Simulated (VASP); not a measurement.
These are PBE GGA, VASP's PBE PAW potentials (set 64) (plane waves; VASP) values and carry that method's errors.

Input for VASP

### POSCAR
```
Zr
1
    1.6144463427    -2.7963030376    -0.0000000000
    1.6144463427     2.7963030376    -0.0000000000
    0.0000000000     0.0000000000     5.1733134300
Zr
2
Direct
  0.3333330000   0.6666670000   0.2500000000
  0.6666670000   0.3333330000   0.7500000000
```

File KPOINTS:
```
Automatic mesh
0
Gamma
12 12 8
0 0 0
```

**INCAR**
```
ALGO  =  Normal
EDIFF  =  1E-7
ENCUT  =  480
GGA  =  PE
ISIF  =  2
ISMEAR  =  1
LASPH  =  .True.
LCHARG  =  .False.
LMAXMIX  =  4
LREAL  =  .False.
LWAVE  =  .False.
NELM  =  100
PREC  =  Accurate
SIGMA  =  0.1
SYSTEM  =  Zr
```

POTCAR, in this order: Zr_sv (PBE.64 set). Program: vasp_std.

Output

**OSZICAR**
```
       N       E                     dE             d eps       ncg     rms          rms(c)
DAV:   1     0.206503956434E+03    0.20650E+03   -0.13043E+04  3040   0.140E+03
DAV:   2    -0.432873050715E+01   -0.21083E+03   -0.20888E+03  3952   0.401E+02
DAV:   3    -0.175314892861E+02   -0.13203E+02   -0.13111E+02  5840   0.749E+01
DAV:   4    -0.177493034591E+02   -0.21781E+00   -0.21780E+00  3280   0.107E+01
DAV:   5    -0.177553163680E+02   -0.60129E-02   -0.60129E-02  4808   0.121E+00    0.142E+01
DAV:   6    -0.171510484731E+02    0.60427E+00   -0.97026E-01  3144   0.870E+00    0.558E+00
DAV:   7    -0.170325296720E+02    0.11852E+00   -0.63375E-01  4376   0.612E+00    0.113E+00
DAV:   8    -0.170382975125E+02   -0.57678E-02   -0.39867E-02  3992   0.168E+00    0.294E-01
DAV:   9    -0.170385304810E+02   -0.23297E-03   -0.19469E-03  3648   0.474E-01    0.372E-02
DAV:  10    -0.170384817610E+02    0.48720E-04   -0.51692E-05  4480   0.485E-02    0.241E-02
DAV:  11    -0.170384825162E+02   -0.75521E-06   -0.11172E-05  3304   0.430E-02    0.364E-03
DAV:  12    -0.170384824901E+02    0.26133E-07   -0.44552E-07  3632   0.481E-03
   1 F= -.17038482E+02 E0= -.17038587E+02  d E =0.313864E-03
```

File OUTCAR:
```
------------------------ aborting loop because EDIFF is reached ----------------------------------------
  FORCE on cell =-STRESS in cart. coord.  units (eV):
  Direction    XX          YY          ZZ          XY          YZ          ZX
  --------------------------------------------------------------------------------------
  Total        0.1092787      0.1092787     -0.0033409     -0.0000000      0.0000000     -0.0000000
  in kB        3.7483437      3.7483436     -0.1145963     -0.0000000      0.0000000     -0.0000000
  external PRESSURE =       2.4606970 kB  Pullay stress =       0.0000000 kB
  volume of cell :       46.71
      direct lattice vectors                 reciprocal lattice vectors
     1.614446343 -2.796303038  0.000000000     0.309703696 -0.178807516  0.000000000
     1.614446343  2.796303038  0.000000000     0.309703696  0.178807516  0.000000000
     0.000000000  0.000000000  5.173313430     0.000000000  0.000000000  0.193299713
 POSITION                                       TOTAL-FORCE (eV/Angst)
 -----------------------------------------------------------------------------------
      1.61445      0.93210      1.29333         0.000000     -0.000000      0.000000
      1.61445     -0.93210      3.87999        -0.000000      0.000000      0.000000
 -----------------------------------------------------------------------------------
    total drift:                                0.000144      0.001132     -0.000020
  FREE ENERGIE OF THE ION-ELECTRON SYSTEM (eV)
  ---------------------------------------------------
  free  energy   TOTEN  =       -17.0384824901 eV

  energy  without entropy=      -17.0387963542  energy(sigma->0) =      -17.03858711
```
(Selected blocks of OUTCAR.)

The compound is Zr in the hcp structure. It was relaxed first.
